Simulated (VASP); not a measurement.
Given:

```
Co3As
1.0
    0.00000     2.91387     2.91387
    2.91387     0.00000     2.91387
    2.91387     2.91387     0.00000
As Co
1 3
Cartesian
  0.00000   0.00000   0.00000
  2.91387   2.91387   2.91387
  1.45694   1.45694   1.45694
  4.37081   4.37081   4.37081
```
Starting moments (μB, in the order of the record's atoms As Co Co Co): 0.0 3.0 3.0 3.0.

The numbers are results of PBE GGA, VASP's PBE PAW potentials (set 64) (plane waves; VASP 6.6.1), not measurements. Run with 400 eV cut-off, 4×4×4 Monkhorst-Pack mesh, Gaussian smearing of 0.050 eV, potentials As Co.

Give the stress tensor in GPa (positive for a compressed cell).

```
-7.52   0.00   0.00
 0.00  -7.52   0.00
 0.00   0.00  -7.52
```
The pressure is its mean diagonal, -7.52 GPa.

The structure was generated: Co3As was put into the D03 type (Fm-3m), which need not be its known phase. The cell was not relaxed at this level. The k-mesh is coarse (spacing up to 0.47 per Å, 2π included), so the numbers may not be converged in it. The run is one of a series of settings (KPOINTS 4×4×4 Monkhorst-Pack mesh against the base run), some of them coarse on purpose.
